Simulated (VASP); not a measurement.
# A VASP study of PIr2 (r2SCAN + rVV10): structure first, properties next, part 4 of 7

Wanted: the relaxed cell of PIr2 and its properties. The start is a cell from a database of measured crystal structures.

VASP 6.6.1; r2SCAN with rVV10; plane waves and PAW (P, Ir).

Still holding for the runs below: This run has no spin polarisation. Its electron count is odd, so without a moment it is a metal by construction. The k-mesh is coarse for a metal.

So far. Step 4 (Band structure (r2SCAN + rVV10)): There is no gap at this level. Step 5 (Total and projected DOS (r2SCAN + rVV10)): The finer mesh and the other smearing move the Fermi level by +0.17 eV from the 7×7×7 run, one measure of the sampling error in the zero of the bands above. Of the states within 0.3 eV of the Fermi level, the largest shares in the PAW spheres are Ir d 68 % and Ir p 14 %. The rest lies in smaller channels or between the spheres.

The database entry behind the starting cell differs from later determinations by our own check (0.1 to 0.3 % short, probably kX units), so it need not match the best structure at ambient conditions.

## (6) Volume scan with r2SCAN + rVV10

An equation of state needs energies on both sides of the minimum, all on one mesh and cutoff.

File INCAR:

```
SYSTEM = PIr2
PREC = Accurate
ENCUT = 400
EDIFF = 1E-06
NELM = 100
ISMEAR = 0
SIGMA = 0.05
LREAL = .FALSE.
ALGO = Normal
METAGGA = R2SCAN
LUSE_VDW = .TRUE.
IVDW_NL = 2
BPARAM = 11.95
CPARAM = 0.0093
LASPH = .TRUE.
NBANDS = 17
LORBIT = 11
LWAVE = .FALSE.
LCHARG = .FALSE.
KPAR = 2
ISIF = 2
```

File POSCAR:

```
PIr2
1.0
    0.0000000000      2.7175741811      2.7175741811
    2.7175741811      0.0000000000      2.7175741811
    2.7175741811      2.7175741811      0.0000000000
P Ir
1 2
Direct
    0.0000000000      0.0000000000      0.0000000000
    0.2500000000      0.2500000000      0.2500000000
    0.7500000000      0.7500000000      0.7500000000
```

File KPOINTS:

```
Automatic mesh
0
Gamma
7 7 7
0 0 0
```

Potentials, in the order of the species: P and Ir (PBE family, release 64).

Launch:

```
> mpirun -np 2 vasp_std
```

Output:

```text
[... set-up lines as in an earlier step ...]
 entering main loop
       N       E                     dE             d eps       ncg     rms          rms(c)
Total rVV10 correction in eV:      0.3499966    30.3482851
Total rVV10 correction in eV:      0.3499966    30.3482851
DAV:   1     0.743758834460E+02    0.74376E+02   -0.90666E+03   680   0.106E+03
DAV:   2    -0.111449623326E+03   -0.18583E+03   -0.17697E+03   681   0.335E+02
DAV:   3    -0.119893813691E+03   -0.84442E+01   -0.83140E+01   920   0.745E+01
DAV:   4    -0.120032104537E+03   -0.13829E+00   -0.13805E+00   857   0.948E+00
DAV:   5    -0.120034990446E+03   -0.28859E-02   -0.28851E-02   924   0.129E+00    0.298E+01
Total rVV10 correction in eV:      0.3293342    30.3482849
Total rVV10 correction in eV:      0.3293342    30.3482849
DAV:   6    -0.114697672833E+03    0.53373E+01   -0.44702E+00   909   0.246E+01    0.115E+01
Total rVV10 correction in eV:      0.3287186    30.3482849
Total rVV10 correction in eV:      0.3287186    30.3482849
DAV:   7    -0.114637233295E+03    0.60440E-01   -0.18386E-01   844   0.446E+00    0.623E+00
Total rVV10 correction in eV:      0.3262611    30.3482849
Total rVV10 correction in eV:      0.3262611    30.3482849
DAV:   8    -0.114617431066E+03    0.19802E-01   -0.19974E-02   761   0.119E+00    0.519E-01
Total rVV10 correction in eV:      0.3259797    30.3482849
Total rVV10 correction in eV:      0.3259797    30.3482849
DAV:   9    -0.114616920292E+03    0.51077E-03   -0.25315E-03   976   0.578E-01    0.277E-01
Total rVV10 correction in eV:      0.3257833    30.3482849
Total rVV10 correction in eV:      0.3257833    30.3482849
DAV:  10    -0.114617015166E+03   -0.94874E-04   -0.32798E-04   813   0.198E-01    0.104E-01
Total rVV10 correction in eV:      0.3258496    30.3482849
Total rVV10 correction in eV:      0.3258496    30.3482849
DAV:  11    -0.114616998942E+03    0.16224E-04   -0.13025E-05   886   0.407E-02    0.151E-02
Total rVV10 correction in eV:      0.3258848    30.3482849
Total rVV10 correction in eV:      0.3258848    30.3482849
DAV:  12    -0.114616996289E+03    0.26530E-05   -0.17205E-06   658   0.123E-02    0.111E-02
Total rVV10 correction in eV:      0.3258762    30.3482849
Total rVV10 correction in eV:      0.3258762    30.3482849
DAV:  13    -0.114616996591E+03   -0.30190E-06   -0.46054E-07   458   0.946E-03
Total rVV10 correction in eV:      0.3258733    30.3482849
Total rVV10 correction in eV:      0.3258733    30.3482849
Total rVV10 correction in eV:      0.3258754    30.3482849
Total rVV10 correction in eV:      0.3258754    30.3482849
   1 F= -.11461700E+03 E0= -.11461624E+03  d E =-.152237E-02
```

Elapsed: 61 s, on 2 MPI ranks of AMD EPYC 7R43, shared host; peak memory 0.46 GiB.

OUTCAR, selected parts (step 6):

```text
   ENCUT  =  400.0 eV  29.40 Ry    5.42 a.u.   6.27  6.27  6.27*2*pi/ulx,y,z

   NELECT =      23.0000    total number of electrons

 E-fermi :  10.4852

 k-point     1 :       0.0000    0.0000    0.0000
  band No.  band energies     occupation
    ...
      5       3.9987      2.00000
      6       3.9987      2.00000
      7       9.9975      2.00000
      8       9.9975      2.00000
      9       9.9975      2.00000
     10      11.6616      0.00000
     11      12.6120      0.00000
     12      12.6120      0.00000
     13      15.6557      0.00000
     14      15.6557      0.00000
    ...

  Total        5.5605611      5.5605611      5.5605611      0.0000000     -0.0000000      0.0000000
  in kB      221.9499143    221.9499143    221.9499143      0.0000000     -0.0000000      0.0000000
  external PRESSURE =     221.9499143 kB  Pullay stress =       0.0000000 kB

 POSITION                                       TOTAL-FORCE (eV/Angst)
 -----------------------------------------------------------------------------------
      0.00000      0.00000      0.00000         0.000000      0.000000     -0.000000
      1.35879      1.35879      1.35879         0.000000     -0.000000      0.000000
      4.07636      4.07636      4.07636        -0.000000      0.000000     -0.000000
 -----------------------------------------------------------------------------------
    total drift:                                0.000000      0.000000     -0.000000

  FREE ENERGIE OF THE ION-ELECTRON SYSTEM (eV)
  ---------------------------------------------------
  free  energy   TOTEN  =      -114.6169965907 eV

  energy  without entropy=     -114.6154742162  energy(sigma->0) =     -114.61623540

[... 4 parts as in an earlier step ...]

[... 12 further parts left out ...]
```

The scan keeps the cell's shape and the fractional positions fixed.

Numbers from this step:

```yaml
bands: 17
irreducible_k_points: 20
free_energy_toten: -114.6170 eV
energy_at_zero_smearing: -114.6162 eV
fermi_energy: 10.49 eV
pressure: 22.19 GPa
```

The pressure here is 22.19 GPa.

## (7) Volume scan with r2SCAN + rVV10 (run 2)

INCAR is that of step 6.

File POSCAR:

```
PIr2
1.0
    0.0000000000      2.7367126580      2.7367126580
    2.7367126580      0.0000000000      2.7367126580
    2.7367126580      2.7367126580      0.0000000000
P Ir
1 2
Direct
    0.0000000000      0.0000000000      0.0000000000
    0.2500000000      0.2500000000      0.2500000000
    0.7500000000      0.7500000000      0.7500000000
```

KPOINTS is that of step 6.

Launch:

```
> mpirun -np 2 vasp_std
```

Output:

```text
[... set-up lines as in an earlier step ...]
 entering main loop
       N       E                     dE             d eps       ncg     rms          rms(c)
Total rVV10 correction in eV:      0.3580648    30.3482851
Total rVV10 correction in eV:      0.3580648    30.3482851
DAV:   1     0.738460273065E+02    0.73846E+02   -0.91928E+03   680   0.106E+03
DAV:   2    -0.111701364092E+03   -0.18555E+03   -0.17730E+03   680   0.334E+02
DAV:   3    -0.120055246418E+03   -0.83539E+01   -0.81926E+01   878   0.743E+01
DAV:   4    -0.120185483501E+03   -0.13024E+00   -0.12998E+00   846   0.923E+00
DAV:   5    -0.120188382409E+03   -0.28989E-02   -0.28983E-02   950   0.131E+00    0.282E+01
Total rVV10 correction in eV:      0.3366990    30.3482850
Total rVV10 correction in eV:      0.3366990    30.3482850
DAV:   6    -0.114785266022E+03    0.54031E+01   -0.46500E+00   890   0.249E+01    0.108E+01
Total rVV10 correction in eV:      0.3362431    30.3482850
Total rVV10 correction in eV:      0.3362431    30.3482850
DAV:   7    -0.114731869624E+03    0.53396E-01   -0.19219E-01   806   0.464E+00    0.602E+00
Total rVV10 correction in eV:      0.3336043    30.3482850
Total rVV10 correction in eV:      0.3336043    30.3482850
DAV:   8    -0.114713230349E+03    0.18639E-01   -0.21083E-02   735   0.125E+00    0.514E-01
Total rVV10 correction in eV:      0.3333289    30.3482850
Total rVV10 correction in eV:      0.3333289    30.3482850
DAV:   9    -0.114712694508E+03    0.53584E-03   -0.27799E-03   976   0.610E-01    0.287E-01
Total rVV10 correction in eV:      0.3331647    30.3482850
Total rVV10 correction in eV:      0.3331647    30.3482850
DAV:  10    -0.114712810168E+03   -0.11566E-03   -0.29977E-04   811   0.180E-01    0.117E-01
Total rVV10 correction in eV:      0.3332132    30.3482850
Total rVV10 correction in eV:      0.3332132    30.3482850
DAV:  11    -0.114712794149E+03    0.16019E-04   -0.90201E-06   906   0.272E-02    0.110E-02
Total rVV10 correction in eV:      0.3332391    30.3482850
Total rVV10 correction in eV:      0.3332391    30.3482850
DAV:  12    -0.114712791407E+03    0.27423E-05   -0.68004E-07   567   0.665E-03    0.929E-03
Total rVV10 correction in eV:      0.3332346    30.3482850
Total rVV10 correction in eV:      0.3332346    30.3482850
DAV:  13    -0.114712791633E+03   -0.22618E-06   -0.13162E-07   447   0.441E-03
Total rVV10 correction in eV:      0.3332321    30.3482850
Total rVV10 correction in eV:      0.3332321    30.3482850
Total rVV10 correction in eV:      0.3332338    30.3482850
Total rVV10 correction in eV:      0.3332338    30.3482850
   1 F= -.11471279E+03 E0= -.11471186E+03  d E =-.187284E-02
```

It took 60 s on 2 MPI ranks; peak memory 0.45 GiB.

From OUTCAR (step 7):

```text
   ENCUT  =  400.0 eV  29.40 Ry    5.42 a.u.   6.31  6.31  6.31*2*pi/ulx,y,z

   NELECT =      23.0000    total number of electrons

 E-fermi :  10.1433

 k-point     1 :       0.0000    0.0000    0.0000
  band No.  band energies     occupation
    ...
      5       3.8581      2.00000
      6       3.8581      2.00000
      7       9.6667      2.00000
      8       9.6667      2.00000
      9       9.6667      2.00000
     10      11.2624      0.00000
     11      12.1936      0.00000
     12      12.1936      0.00000
     13      15.1958      0.00000
     14      15.1958      0.00000
    ...

  Total        3.5565938      3.5565938      3.5565938      0.0000000     -0.0000000      0.0000000
  in kB      139.0039862    139.0039862    139.0039862      0.0000000     -0.0000000      0.0000000
  external PRESSURE =     139.0039862 kB  Pullay stress =       0.0000000 kB

 POSITION                                       TOTAL-FORCE (eV/Angst)
 -----------------------------------------------------------------------------------
      0.00000      0.00000      0.00000         0.000000      0.000000     -0.000000
      1.36836      1.36836      1.36836        -0.000000     -0.000000     -0.000000
      4.10507      4.10507      4.10507         0.000000      0.000000      0.000000
 -----------------------------------------------------------------------------------
    total drift:                                0.000000      0.000000      0.000000

  FREE ENERGIE OF THE ION-ELECTRON SYSTEM (eV)
  ---------------------------------------------------
  free  energy   TOTEN  =      -114.7127916333 eV

  energy  without entropy=     -114.7109187966  energy(sigma->0) =     -114.71185521

[... 4 parts as in an earlier step ...]

[... 12 further parts left out ...]
```

This step gave:

```yaml
free_energy_toten: -114.7128 eV
energy_at_zero_smearing: -114.7119 eV
fermi_energy: 10.14 eV
pressure: 13.90 GPa
```

The pressure falls from 22.19 to 13.90 GPa.

The run ends at a pressure of 13.90 GPa.

## (8) Volume scan with r2SCAN + rVV10 (run 3)

INCAR is that of step 7.

File POSCAR:

```
PIr2
1.0
    0.0000000000      2.7555871348      2.7555871348
    2.7555871348      0.0000000000      2.7555871348
    2.7555871348      2.7555871348      0.0000000000
P Ir
1 2
Direct
    0.0000000000      0.0000000000      0.0000000000
    0.2500000000      0.2500000000      0.2500000000
    0.7500000000      0.7500000000      0.7500000000
```

KPOINTS is that of step 7.

Launch:

```
> mpirun -np 2 vasp_std
```

Output:

```text
[... set-up lines as in an earlier step ...]
 entering main loop
       N       E                     dE             d eps       ncg     rms          rms(c)
Total rVV10 correction in eV:      0.3660392    30.3482851
Total rVV10 correction in eV:      0.3660392    30.3482851
DAV:   1     0.703243314753E+02    0.70324E+02   -0.93563E+03   680   0.106E+03
DAV:   2    -0.111720489481E+03   -0.18204E+03   -0.17364E+03   681   0.327E+02
DAV:   3    -0.120174138151E+03   -0.84536E+01   -0.83525E+01   888   0.742E+01
DAV:   4    -0.120298786738E+03   -0.12465E+00   -0.12449E+00   844   0.931E+00
DAV:   5    -0.120301662505E+03   -0.28758E-02   -0.28746E-02   937   0.129E+00    0.267E+01
Total rVV10 correction in eV:      0.3439900    30.3482851
Total rVV10 correction in eV:      0.3439900    30.3482851
DAV:   6    -0.114831956638E+03    0.54697E+01   -0.47816E+00   904   0.251E+01    0.102E+01
Total rVV10 correction in eV:      0.3436704    30.3482851
Total rVV10 correction in eV:      0.3436704    30.3482851
DAV:   7    -0.114784654172E+03    0.47302E-01   -0.20164E-01   859   0.481E+00    0.583E+00
[...]
Total rVV10 correction in eV:      0.3406115    30.3482851
Total rVV10 correction in eV:      0.3406115    30.3482851
DAV:   9    -0.114766750798E+03    0.58813E-03   -0.28274E-03   993   0.610E-01    0.301E-01
Total rVV10 correction in eV:      0.3404780    30.3482851
Total rVV10 correction in eV:      0.3404780    30.3482851
DAV:  10    -0.114766885037E+03   -0.13424E-03   -0.31736E-04   790   0.181E-01    0.111E-01
Total rVV10 correction in eV:      0.3405185    30.3482851
Total rVV10 correction in eV:      0.3405185    30.3482851
DAV:  11    -0.114766871662E+03    0.13375E-04   -0.10743E-05   970   0.288E-02    0.951E-03
Total rVV10 correction in eV:      0.3405403    30.3482851
Total rVV10 correction in eV:      0.3405403    30.3482851
DAV:  12    -0.114766868551E+03    0.31116E-05   -0.61185E-07   527   0.733E-03    0.757E-03
Total rVV10 correction in eV:      0.3405358    30.3482851
Total rVV10 correction in eV:      0.3405358    30.3482851
DAV:  13    -0.114766868863E+03   -0.31230E-06   -0.11906E-07   466   0.475E-03
Total rVV10 correction in eV:      0.3405335    30.3482851
Total rVV10 correction in eV:      0.3405335    30.3482851
Total rVV10 correction in eV:      0.3405354    30.3482851
Total rVV10 correction in eV:      0.3405354    30.3482851
   1 F= -.11476687E+03 E0= -.11476575E+03  d E =-.224367E-02
```

Wall time 59 s (2 MPI ranks); peak memory 0.45 GiB.

OUTCAR, selected parts (step 8):

```text
  Total        1.7070599      1.7070599      1.7070599     -0.0000000      0.0000000      0.0000000
  in kB       65.3562173     65.3562173     65.3562173     -0.0000000      0.0000000      0.0000000
  external PRESSURE =      65.3562173 kB  Pullay stress =       0.0000000 kB

 POSITION                                       TOTAL-FORCE (eV/Angst)
 -----------------------------------------------------------------------------------
      0.00000      0.00000      0.00000        -0.000000      0.000000     -0.000000
      1.37779      1.37779      1.37779         0.000000      0.000000      0.000000
      4.13338      4.13338      4.13338        -0.000000     -0.000000     -0.000000
 -----------------------------------------------------------------------------------
    total drift:                                0.000000      0.000000      0.000000

  FREE ENERGIE OF THE ION-ELECTRON SYSTEM (eV)
  ---------------------------------------------------
  free  energy   TOTEN  =      -114.7668688631 eV

  energy  without entropy=     -114.7646251891  energy(sigma->0) =     -114.76574703

[... 1 part as in an earlier step ...]

[... 2 further parts left out ...]
[key lines of the parts left out:]
E-fermi :   9.8161
```

The pressure falls from 13.90 to 6.54 GPa.

The run ends at a pressure of 6.54 GPa.

## (9) Volume scan with r2SCAN + rVV10 (run 4)

INCAR is that of step 8.

File POSCAR:

```
PIr2
1.0
    0.0000000000      2.7742065316      2.7742065316
    2.7742065316      0.0000000000      2.7742065316
    2.7742065316      2.7742065316      0.0000000000
P Ir
1 2
Direct
    0.0000000000      0.0000000000      0.0000000000
    0.2500000000      0.2500000000      0.2500000000
    0.7500000000      0.7500000000      0.7500000000
```

KPOINTS is that of step 8.

Launch:

```
> mpirun -np 2 vasp_std
```

Output:

```text
[... set-up lines as in an earlier step ...]
 entering main loop
       N       E                     dE             d eps       ncg     rms          rms(c)
Total rVV10 correction in eV:      0.3739198    30.3482851
Total rVV10 correction in eV:      0.3739198    30.3482851
DAV:   1     0.639235065933E+02    0.63924E+02   -0.91152E+03   680   0.105E+03
DAV:   2    -0.111853673219E+03   -0.17578E+03   -0.16775E+03   680   0.326E+02
DAV:   3    -0.120197498138E+03   -0.83438E+01   -0.81241E+01   897   0.718E+01
DAV:   4    -0.120375591324E+03   -0.17809E+00   -0.17762E+00   840   0.106E+01
DAV:   5    -0.120379030419E+03   -0.34391E-02   -0.34378E-02   892   0.139E+00    0.253E+01
Total rVV10 correction in eV:      0.3512108    30.3482853
Total rVV10 correction in eV:      0.3512108    30.3482853
DAV:   6    -0.114842069595E+03    0.55370E+01   -0.49484E+00   881   0.254E+01    0.963E+00
Total rVV10 correction in eV:      0.3510424    30.3482853
Total rVV10 correction in eV:      0.3510424    30.3482853
DAV:   7    -0.114800298583E+03    0.41771E-01   -0.21770E-01   898   0.498E+00    0.564E+00
[...]
Total rVV10 correction in eV:      0.3478409    30.3482853
Total rVV10 correction in eV:      0.3478409    30.3482853
DAV:   9    -0.114783812011E+03    0.66384E-03   -0.29728E-03  1014   0.621E-01    0.314E-01
Total rVV10 correction in eV:      0.3477327    30.3482853
Total rVV10 correction in eV:      0.3477327    30.3482853
DAV:  10    -0.114783963762E+03   -0.15175E-03   -0.32792E-04   762   0.176E-01    0.107E-01
Total rVV10 correction in eV:      0.3477642    30.3482853
Total rVV10 correction in eV:      0.3477642    30.3482853
DAV:  11    -0.114783953975E+03    0.97866E-05   -0.15338E-05  1036   0.356E-02    0.103E-02
Total rVV10 correction in eV:      0.3477817    30.3482853
Total rVV10 correction in eV:      0.3477817    30.3482853
DAV:  12    -0.114783950535E+03    0.34395E-05   -0.10094E-06   517   0.979E-03    0.530E-03
Total rVV10 correction in eV:      0.3477779    30.3482853
Total rVV10 correction in eV:      0.3477779    30.3482853
DAV:  13    -0.114783950856E+03   -0.32067E-06   -0.18933E-07   472   0.603E-03
Total rVV10 correction in eV:      0.3477771    30.3482853
Total rVV10 correction in eV:      0.3477771    30.3482853
Total rVV10 correction in eV:      0.3477780    30.3482853
Total rVV10 correction in eV:      0.3477780    30.3482853
   1 F= -.11478395E+03 E0= -.11478265E+03  d E =-.259978E-02
```

It took 60 s on 2 MPI ranks; peak memory 0.46 GiB.

From OUTCAR (step 9):

```text
  Total       -0.0001673     -0.0001673     -0.0001673      0.0000000     -0.0000000      0.0000000
  in kB       -0.0062768     -0.0062768     -0.0062768      0.0000000     -0.0000000      0.0000000
  external PRESSURE =      -0.0062768 kB  Pullay stress =       0.0000000 kB

 POSITION                                       TOTAL-FORCE (eV/Angst)
 -----------------------------------------------------------------------------------
      0.00000      0.00000      0.00000        -0.000000     -0.000000     -0.000000
      1.38710      1.38710      1.38710         0.000000      0.000000      0.000000
      4.16131      4.16131      4.16131         0.000000     -0.000000     -0.000000
 -----------------------------------------------------------------------------------
    total drift:                                0.000000      0.000000      0.000000

  FREE ENERGIE OF THE ION-ELECTRON SYSTEM (eV)
  ---------------------------------------------------
  free  energy   TOTEN  =      -114.7839508560 eV

  energy  without entropy=     -114.7813510772  energy(sigma->0) =     -114.78265097

[... 2 parts as in an earlier step ...]

[... 1 further part left out ...]
[key lines of the parts left out:]
E-fermi :   9.5027
```

The pressure falls from 6.54 to 0.00 GPa.

The run ends at a pressure of 0.00 GPa.

[end of part 4 of 7]

[Lines on the potential files, build, host, timing and source positions are cut from VASP's logs without a mark.]

[Logs are printed without paths, hosts, clocks, repeated set-up lines and the standing remarks that a program may print on its own settings, such as how far it seeks lower states.]

[Hosts, paths, dates, database ids (printed as entryN), source tags and the programs' standing remarks are cut or masked in the printed files.]

[A measured line is paired with the nearest computed mode of its activity, which favours agreement.]
